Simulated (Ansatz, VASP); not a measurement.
# TiO2 in two plane-wave programs

Wanted: the spread between two codes on one cell, functional and k mesh. The cell is taken from a series of runs on this material, whose earlier steps may have relaxed, scaled, displaced or heated it; both programs get it as it stands.

Program: Ansatz 0.2.0. Level of theory: plane waves, with VASP 6.6.1 beside it; G0W0 gap at LDA. Results are calculated unless marked as measured.

### Step 1. The starting structure

It takes space group C2/c (No. 15, monoclinic). Conventional cell: a = 5.412 Å, b = 5.413 Å, c = 5.472 Å, α = 90.00°, β = 118.77°, γ = 90.00°. Nearest to Ti lie 6 O at 1.93 to 2.00 Å. Nearest to O lie 3 Ti at 1.93 to 2.00 Å. Farther neighbours and most contacts between anions are not listed.

### Step 2. VASP: G0W0 gap, LDA

Quasiparticle shifts depend on high empty states and on the cores, so they are the hardest test of two PAW sets.

Lines of VASP's logs that name or quote its potential files are left out, and so is its time.

The run reads the wave functions of an earlier VASP run, which isn't shown here.

File INCAR:

```
SYSTEM = TiO2
PREC = Accurate
ENCUT = 440
ISMEAR = 0
SIGMA = 0.01
LREAL = .FALSE.
GGA = CA
NBANDS = 288
LASPH = .TRUE.
ALGO = EVGW0
NELMGW = 1
ENCUTGW = 138
NOMEGA = 64
PRECFOCK = Fast
NBANDSGW = 32
LWAVE = .FALSE.
LCHARG = .FALSE.
```

File POSCAR:

```
TiO2
1.0
    2.7060340000     -2.7066550000      0.0000000000
    2.7060340000      2.7066550000      0.0000000000
   -2.6335310000      0.0000000000      4.7966370000
Ti O
2 4
Direct
    0.1341100000      0.8658900000      0.2500000000
    0.8658900000      0.1341100000      0.7500000000
    0.3312210000      0.0887550000      0.6671490000
    0.6687790000      0.9112450000      0.3328510000
    0.9112450000      0.6687790000      0.8328510000
    0.0887550000      0.3312210000      0.1671490000
```

File KPOINTS:

```
Automatic mesh
0
Gamma
6 6 4
0 0 0
```

Potentials, in the order of the species: Ti_sv_GW and O_GW (LDA family, release 64).

Run with:

```bash
$ mpirun -np 16 vasp_std
```

Numbers of over 12 decimals in the logs are rounded to 6 here.

Log:

```text
[banner, memory and clock lines left out]
running   16 mpi-ranks, on    1 nodes
 distrk:  each k-point on   16 cores,    1 groups
 distr:  one band on    1 cores,   16 groups

 POSCAR found type information on POSCAR TiO
 POSCAR found :  2 types and       6 ions
|                                                                             |
|           W    W    AA    RRRRR   N    N  II  N    N   GGGG   !!!           |
|           W    W   A  A   R    R  NN   N  II  NN   N  G    G  !!!           |
|           W    W  A    A  R    R  N N  N  II  N N  N  G       !!!           |
|           W WW W  AAAAAA  RRRRR   N  N N  II  N  N N  G  GGG   !            |
|           WW  WW  A    A  R   R   N   NN  II  N   NN  G    G                |
|           W    W  A    A  R    R  N    N  II  N    N   GGGG   !!!           |
|                                                                             |
|     For optimal performance we recommend to set                             |
|       NCORE = 2 up to number-of-cores-per-socket                            |
|     NCORE specifies how many cores store one orbital (NPAR=cpu/NCORE).      |
|     This setting can greatly improve the performance of VASP for DFT.       |
|     The default, NCORE=1 might be grossly inefficient on modern             |
|     multi-core architectures or massively parallel machines. Do your        |
|     Unfortunately you need to use the default for GW and RPA                |
|     calculations (for HF NCORE is supported but not extensively tested      |
|     yet).                                                                   |
|                                                                             |

|                                                                             |
|           W    W    AA    RRRRR   N    N  II  N    N   GGGG   !!!           |
|           W    W   A  A   R    R  NN   N  II  NN   N  G    G  !!!           |
|           W    W  A    A  R    R  N N  N  II  N N  N  G       !!!           |
|           W WW W  AAAAAA  RRRRR   N  N N  II  N  N N  G  GGG   !            |
|           WW  WW  A    A  R   R   N   NN  II  N   NN  G    G                |
|           W    W  A    A  R    R  N    N  II  N    N   GGGG   !!!           |
|                                                                             |
|     The default for ENCUTGWSOFT is different in this version of VASP.       |
|     please manually set ENCUTGWSOFT =138 in the INCAR file.                 |
|                                                                             |

 LDA part: xc-table for (Slater(with rela. corr.)+CA(PZ))
 , standard interpolation
 found WAVECAR, reading the header
 POSCAR, INCAR and KPOINTS ok, starting setup
 FFT: planning ... GRIDC
 FFT: planning ... GRID_SOFT
 FFT: planning ... GRID
 reading WAVECAR
 the WAVECAR file was read successfully
 initial charge from wavefunction
 available memory per node:     16.40 GB, setting MAXMEM to     16788

 The Fermi energy was updated, please check that it is located mid-gap
 values below the HOMO (VB) or above the LUMO (CB) will cause erroneous energies
 E-fermi :   3.7121

 calculate exact exchange contribution
 the WAVEDER file was read successfully
energies w=
    0.000    0.000    0.829    0.000    1.657    0.000    2.480    0.000
    3.298    0.000    4.109    0.000    4.912    0.000    5.706    0.000
    6.489    0.000    7.262    0.000    8.024    0.000    8.775    0.000
    9.516    0.000   10.246    0.000   10.968    0.000   11.682    0.000
   12.388    0.000   13.087    0.000   13.782    0.000   14.473    0.000
   15.161    0.000   15.849    0.000   16.537    0.000   17.227    0.000
   17.922    0.000   18.622    0.000   19.331    0.000   20.049    0.000
   20.779    0.000   21.524    0.000   22.287    0.000   23.069    0.000
   23.876    0.000   24.709    0.000   25.573    0.000   26.473    0.000
   27.413    0.000   28.399    0.000   29.438    0.000   30.537    0.000
   31.705    0.000   32.952    0.000   34.290    0.000   35.734    0.000
   37.301    0.000   39.009    0.000   40.886    0.000   42.960    0.000
   45.272    0.000   47.866    0.000   50.805    0.000   54.166    0.000
   58.054    0.000   62.606    0.000   68.011    0.000   74.538    0.000
   82.575    0.000   92.712    0.000  105.888    0.000  123.688    0.000
  149.030    0.000  187.918    0.000  255.012    0.000  398.007    0.000
 responsefunction array rank=     272
 LDA part: xc-table for (Slater(with rela. corr.)+CA(PZ))
 , standard interpolation

 min. memory requirement per mpi rank    488.2 MB, per node   7810.7 MB

[...]
performed      11647000 updates of chi_q(r,r)
 total number of BLAS operations       6420.96 Gflops
NQ=   4    0.5000    0.0000    0.0000,
|.........|.........|.........|.........|.........|.........|.........|.........
 performed      14872000 updates of chi_q(r,r)
 total number of BLAS operations       8219.45 Gflops
NQ=   5    0.1667    0.1667    0.0000,
|.........|.........|.........|.........|.........|.........|.........|.........
 performed      18355000 updates of chi_q(r,r)
 total number of BLAS operations      10074.53 Gflops
NQ=   6    0.3333    0.1667    0.0000,
|.........|.........|.........|.........|.........|.........|.........|.........
 performed      22833000 updates of chi_q(r,r)
[...]
|.........|.........|.........|.........|.........|.........|.........|.........
 performed      75206000 updates of chi_q(r,r)
 total number of BLAS operations      40443.00 Gflops
NQ=  20    0.1667    0.1667    0.2500,
|.........|.........|.........|.........|.........|.........|.........|.........
 performed      78689000 updates of chi_q(r,r)
 total number of BLAS operations      42298.09 Gflops
NQ=  21    0.3333    0.1667    0.2500,
|.........|.........|.........|.........|.........|.........|.........|.........
 performed      83167000 updates of chi_q(r,r)
 total number of BLAS operations      44683.20 Gflops
NQ=  22    0.5000    0.1667    0.2500,
|.........|.........|.........|.........|.........|.........|.........|.........
 performed      87645000 updates of chi_q(r,r)
 total number of BLAS operations      47086.83 Gflops
NQ=  23   -0.3333    0.1667    0.2500,
|.........|.........|.........|.........|.........|.........|.........|.........
 performed      92123000 updates of chi_q(r,r)
 total number of BLAS operations      49416.79 Gflops
NQ=  24   -0.1667    0.1667    0.2500,
|.........|.........|.........|.........|.........|.........|.........|.........
 performed      96601000 updates of chi_q(r,r)
 total number of BLAS operations      51857.69 Gflops
NQ=  25    0.3333    0.3333    0.2500,
|.........|.........|.........|.........|.........|.........|.........|.........
 performed     100084000 updates of chi_q(r,r)
 total number of BLAS operations      53756.17 Gflops
NQ=  26    0.5000    0.3333    0.2500,
|.........|.........|.........|.........|.........|.........|.........|.........
 performed     104562000 updates of chi_q(r,r)
 total number of BLAS operations      56086.13 Gflops
NQ=  27   -0.3333    0.3333    0.2500,
|.........|.........|.........|.........|.........|.........|.........|.........
 performed     109040000 updates of chi_q(r,r)
 total number of BLAS operations      58397.86 Gflops
NQ=  28   -0.1667    0.3333    0.2500,
|.........|.........|.........|.........|.........|.........|.........|.........
 performed     113518000 updates of chi_q(r,r)
 total number of BLAS operations      60820.09 Gflops
NQ=  29    0.5000    0.5000    0.2500,
|.........|.........|.........|.........|.........|.........|.........|.........
 performed     117001000 updates of chi_q(r,r)
 total number of BLAS operations      62704.04 Gflops
NQ=  30   -0.3333    0.5000    0.2500,
|.........|.........|.........|.........|.........|.........|.........|.........
 performed     121479000 updates of chi_q(r,r)
 total number of BLAS operations      64979.51 Gflops
NQ=  31   -0.1667    0.5000    0.2500,
|.........|.........|.........|.........|.........|.........|.........|.........
 performed     125957000 updates of chi_q(r,r)
 total number of BLAS operations      67327.78 Gflops
NQ=  32   -0.3333   -0.3333    0.2500,
|.........|.........|.........|.........|.........|.........|.........|.........
 performed     129440000 updates of chi_q(r,r)
 total number of BLAS operations      69069.60 Gflops
NQ=  33   -0.1667   -0.3333    0.2500,
|.........|.........|.........|.........|.........|.........|.........|.........
 performed     133918000 updates of chi_q(r,r)
 total number of BLAS operations      71473.24 Gflops
NQ=  34   -0.1667   -0.1667    0.2500,
|.........|.........|.........|.........|.........|.........|.........|.........
 performed     137401000 updates of chi_q(r,r)
 total number of BLAS operations      73299.67 Gflops
NQ=  35    0.0000    0.0000    0.5000,
|.........|.........|.........|.........|.........|.........|.........|.........
 performed     140092000 updates of chi_q(r,r)
 total number of BLAS operations      74645.21 Gflops
NQ=  36    0.1667    0.0000    0.5000,
|.........|.........|.........|.........|.........|.........|.........|.........
 performed     144570000 updates of chi_q(r,r)
 total number of BLAS operations      77048.84 Gflops
NQ=  37    0.3333    0.0000    0.5000,
|.........|.........|.........|.........|.........|.........|.........|.........
 performed     149048000 updates of chi_q(r,r)
 total number of BLAS operations      79471.07 Gflops
NQ=  38    0.5000    0.0000    0.5000,
|.........|.........|.........|.........|.........|.........|.........|.........
 performed     152273000 updates of chi_q(r,r)
 total number of BLAS operations      81242.42 Gflops
NQ=  39    0.1667    0.1667    0.5000,
|.........|.........|.........|.........|.........|.........|.........|.........
 performed     155756000 updates of chi_q(r,r)
 total number of BLAS operations      83199.53 Gflops
NQ=  40    0.3333    0.1667    0.5000,
|.........|.........|.........|.........|.........|.........|.........|.........
 performed     160234000 updates of chi_q(r,r)
 total number of BLAS operations      85584.64 Gflops
NQ=  41    0.5000    0.1667    0.5000,
|.........|.........|.........|.........|.........|.........|.........|.........
 performed     164712000 updates of chi_q(r,r)
 total number of BLAS operations      88006.87 Gflops
NQ=  42   -0.3333    0.1667    0.5000,
|.........|.........|.........|.........|.........|.........|.........|.........
 performed     169190000 updates of chi_q(r,r)
 total number of BLAS operations      90355.14 Gflops
NQ=  43   -0.1667    0.1667    0.5000,
|.........|.........|.........|.........|.........|.........|.........|.........
 performed     172636000 updates of chi_q(r,r)
 total number of BLAS operations      92219.16 Gflops
NQ=  44    0.3333    0.3333    0.5000,
|.........|.........|.........|.........|.........|.........|.........|.........
 performed     176119000 updates of chi_q(r,r)
 total number of BLAS operations      94003.04 Gflops
NQ=  45    0.5000    0.3333    0.5000,
|.........|.........|.........|.........|.........|.........|.........|.........
 performed     180597000 updates of chi_q(r,r)
 total number of BLAS operations      96351.32 Gflops
NQ=  46   -0.3333    0.3333    0.5000,
|.........|.........|.........|.........|.........|.........|.........|.........
 performed     184043000 updates of chi_q(r,r)
 total number of BLAS operations      98244.12 Gflops
NQ=  47    0.5000    0.5000    0.5000,
|.........|.........|.........|.........|.........|.........|.........|.........
 performed     186734000 updates of chi_q(r,r)
 total number of BLAS operations      99721.93 Gflops
 resolving degeneracies of screened two electron integrals

 calculate QP shifts <psi_nk| G(iteration)W_0 |psi_nk>: iteration 1
 entering main loop
```

From OUTCAR (step 2):

```text
ion  position               nearest neighbor table
   1  0.134  0.866  0.250-   4 1.93   6 1.93   6 1.98   4 1.98   3 2.00   5 2.00
   2  0.866  0.134  0.750-   5 1.93   3 1.93   5 1.98   3 1.98   6 2.00   4 2.00
   3  0.331  0.089  0.667-   2 1.93   2 1.98   1 2.00
   4  0.669  0.911  0.333-   1 1.93   1 1.98   2 2.00
   5  0.911  0.669  0.833-   2 1.93   2 1.98   1 2.00
   6  0.089  0.331  0.167-   1 1.93   1 1.98   2 2.00

  LATTYP: Found a base centered monoclinic cell.
 ALAT       =     5.4120680000
 B/A-ratio  =     1.0002294871
 C/A-ratio  =     1.0110809974
 COS(beta)  =    -0.4812705001

 Subroutine GETGRP returns: Found  4 space group operations
 (whereof  2 operations were pure point group operations)

The static configuration has the point symmetry S_2 .
 The point group associated with its full space group is C_2h.

 Found     47 irreducible k-points:

   k-points           NKPTS =     47   k-points in BZ     NKDIM =    144   number of bands    NBANDS=    288

   dimension x,y,z NGX =    28 NGY =   28 NGZ =   40
   dimension x,y,z NGXF=    56 NGYF=   56 NGZF=   80

   ENCUT  =  440.0 eV  32.34 Ry    5.69 a.u.   6.55  6.55  9.36*2*pi/ulx,y,z

   NELECT =      48.0000    total number of electrons

  energy-cutoff  :      440.00
  volume of cell :       70.26
      direct lattice vectors                 reciprocal lattice vectors
     2.706034000 -2.706655000  0.000000000     0.184772253 -0.184729860  0.101446796
     2.706034000  2.706655000  0.000000000     0.184772253  0.184729860  0.101446796
    -2.633531000  0.000000000  4.796637000     0.000000000  0.000000000  0.208479399

 k-points in reciprocal lattice and weights: Automatic mesh
   0.00000000  0.00000000  0.00000000       0.007
   0.16666667  0.00000000  0.00000000       0.028
   0.33333333  0.00000000  0.00000000       0.028
   0.50000000  0.00000000  0.00000000       0.014
   0.16666667  0.16666667  0.00000000       0.014
   0.33333333  0.16666667  0.00000000       0.028
   0.50000000  0.16666667  0.00000000       0.028
  -0.33333333  0.16666667  0.00000000       0.028
  -0.16666667  0.16666667  0.00000000       0.014
[...]
-0.33333333  0.33333333  0.50000000       0.014
   0.50000000  0.50000000  0.50000000       0.007

 E-fermi :   3.7121

 QP shifts <psi_nk| G(iteration)W_0 |psi_nk>: iteration 1
 for sc-GW calculations column KS-energies equals QP-energies in previous step
 and V_xc(KS)=  KS-energies - (<T + V_ion + V_H > + <T+V_H+V_ion>^1  + <V_x>^1)
 k-point   1 :       0.0000    0.0000    0.0000
  band No.  KS-energies  QP-energies   sigma(KS)   V_xc(KS)     V^pw_x(r,r')   Z            occupation Imag(sigma)
    ...
     21       1.9536       1.8675     -20.7320     -20.6118     -24.6845       0.7161       2.0000       0.2634
     22       2.0039       1.8750     -20.5596     -20.3786     -24.7538       0.7121       2.0000       0.2823
     23       2.2812       2.0997     -19.5679     -19.3071     -24.0275       0.6961       2.0000       0.3159
     24       2.2870       2.1037     -19.5700     -19.3068     -24.0434       0.6963       2.0000       0.3162
     25       4.6937       6.2168     -17.0170     -19.1256     -11.0567       0.7223       0.0000      -0.2765
     26       5.4344       7.0374     -17.8984     -20.1926     -11.1938       0.6987       0.0000      -0.3409
     27       6.4757       7.9698     -18.5309     -20.7068     -11.9557       0.6867       0.0000      -0.3926
     28       6.4840       7.9777     -18.5062     -20.6810     -11.9324       0.6869       0.0000      -0.3928
    ...

 k-point   2 :       0.1667    0.0000    0.0000
  band No.  KS-energies  QP-energies   sigma(KS)   V_xc(KS)     V^pw_x(r,r')   Z            occupation Imag(sigma)
    ...
     21       1.7546       1.6311     -19.4437     -19.2676     -23.5287       0.7012       2.0000       0.3129
     22       1.9604       1.8113     -19.9811     -19.7700     -24.2205       0.7059       2.0000       0.2987
     23       1.9891       1.8601     -20.2115     -20.0296     -24.3569       0.7090       2.0000       0.2874
     24       2.2820       2.0930     -19.8450     -19.5761     -24.2678       0.7030       2.0000       0.3032
     25       5.2722       6.7165     -17.7694     -19.8133     -12.1344       0.7067       0.0000      -0.2846
     26       5.5181       7.1091     -17.8722     -20.1545     -11.1324       0.6971       0.0000      -0.3457
     27       5.9971       7.5775     -18.3678     -20.6334     -11.8760       0.6976       0.0000      -0.3466
     28       6.2411       7.8127     -18.6059     -20.8936     -11.9718       0.6870       0.0000      -0.3726
    ...

 k-point   3 :       0.3333    0.0000    0.0000
  band No.  KS-energies  QP-energies   sigma(KS)   V_xc(KS)     V^pw_x(r,r')   Z            occupation Imag(sigma)
    ...
     21       1.1271       0.9997     -18.5278     -18.3442     -22.6572       0.6934       2.0000       0.3717
     22       1.8800       1.7283     -20.6460     -20.4336     -24.8788       0.7146       2.0000       0.2790
     23       1.8946       1.6783     -19.1704     -18.8595     -23.7210       0.6958       2.0000       0.3403
     24       2.1439       1.9574     -20.1558     -19.8926     -24.5276       0.7087       2.0000       0.2933
     25       5.6949       7.2559     -17.8736     -20.1209     -11.1605       0.6946       0.0000      -0.3516
     26       5.9294       7.5115     -18.3835     -20.6541     -11.9541       0.6968       0.0000      -0.3429
     27       6.0568       7.5451     -18.4441     -20.5996     -12.1365       0.6905       0.0000      -0.3569
     28       6.2020       7.7958     -18.6400     -20.9645     -11.8388       0.6856       0.0000      -0.3796
    ...

 k-point   4 :       0.5000    0.0000    0.0000
  band No.  KS-energies  QP-energies   sigma(KS)   V_xc(KS)     V^pw_x(r,r')   Z            occupation Imag(sigma)
    ...
     21       0.8371       0.6792     -18.4080     -18.1792     -22.7425       0.6902       2.0000       0.4044
     22       1.8072       1.5659     -18.7861     -18.4375     -23.4257       0.6922       2.0000       0.3587
     23       1.8517       1.6884     -20.8534     -20.6252     -25.1380       0.7161       2.0000       0.2745
     24       2.1111       1.9146     -20.1593     -19.8811     -24.6197       0.7066       2.0000       0.2988
     25       5.8607       7.4253     -17.9875     -20.2489     -11.1632       0.6919       0.0000      -0.3634
     26       6.0177       7.5251     -18.1511     -20.3288     -11.6032       0.6922       0.0000      -0.3659
     27       6.0626       7.6334     -18.4248     -20.6879     -11.9817       0.6941       0.0000      -0.3533
     28       6.3048       7.9087     -18.8210     -21.1700     -11.8896       0.6828       0.0000      -0.3940
    ...

[... 4 further parts left out ...]
```

This run has no spin polarisation, so a moment on Ti, if there is one, isn't seen.

(Continued in part 2 of 2.)

[Lines on the potential files, build, host, timing and source positions are cut from VASP's logs without a mark.]

[Logs are printed without paths, hosts, clocks, repeated set-up lines and the standing remarks that a program may print on its own settings, such as how far it seeks lower states.]

[Hosts, paths, dates, database ids (printed as entryN), source tags and the programs' standing remarks are cut or masked in the printed files.]
